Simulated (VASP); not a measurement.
Computed with SCAN meta-GGA, VASP's PBE PAW potentials (set 64) (plane waves; VASP).

A VASP calculation is set up with these files.

File POSCAR:
```
SiC
1
    0.0000000000     2.1538995825     2.1538995825
    2.1538995825     0.0000000000     2.1538995825
    2.1538995825     2.1538995825     0.0000000000
Si C
1 1
Direct
  0.0000000000   0.0000000000   0.0000000000
  0.2500000000   0.2500000000   0.2500000000
```

**KPOINTS**
```
kpoints
0
G
10 10 10
0 0 0
```

INCAR:
```
LASPH  =  .TRUE.   ! aspherical one-centre terms
ENCUT  =  520
SYSTEM  =  SiC
PREC  =  Accurate
LREAL  =  .FALSE.   ! projection in real space or not
ISIF  =  2   ! forces and stress, cell fixed
ALGO  =  Normal   ! blocked Davidson
LWAVE  =  .FALSE.
NELM  =  100   ! most electronic steps
LCHARG  =  .FALSE.
ISMEAR  =  0   ! Gaussian
LMIXTAU  =  .TRUE.
EDIFF  =  1E-7   ! SCF stop (eV)
METAGGA  =  SCAN
SIGMA  =  0.05   ! width (eV)
```

POTCAR, in this order: Si C (PBE.64 set). Program: vasp_std.

Q: What does the run give for the energy per atom (σ→0), pressure, band gap (on the k-mesh)?

A: 
| Property | Result |
|---|---|
| energy per atom (σ→0) | -10.339 eV/atom |
| band gap (on the k-mesh) | 1.69 eV |
| pressure | 7.39 GPa |

File OSZICAR:
```
...
DAV:  26    -0.206784881058E+02   -0.48999E-04   -0.47197E-05   888   0.517E-02    0.185E-02
DAV:  27    -0.206785037507E+02   -0.15645E-04   -0.39854E-06  1104   0.200E-02    0.634E-03
DAV:  28    -0.206785118107E+02   -0.80600E-05   -0.53451E-07   896   0.558E-03    0.161E-03
DAV:  29    -0.206785144806E+02   -0.26699E-05   -0.93019E-08   792   0.436E-03    0.370E-04
DAV:  30    -0.206785141377E+02    0.34289E-06   -0.63513E-09   392   0.141E-03    0.170E-04
DAV:  31    -0.206785149410E+02   -0.80331E-06   -0.39063E-09   400   0.831E-04    0.840E-05
DAV:  32    -0.206785149042E+02    0.36788E-07   -0.79865E-10   384   0.394E-04
   1 F= -.20678515E+02 E0= -.20678515E+02  d E =-.965565E-12
```

The compound is SiC in the zinc blende structure. This cell is one point of a volume scan, at 0.97 of the reference volume.
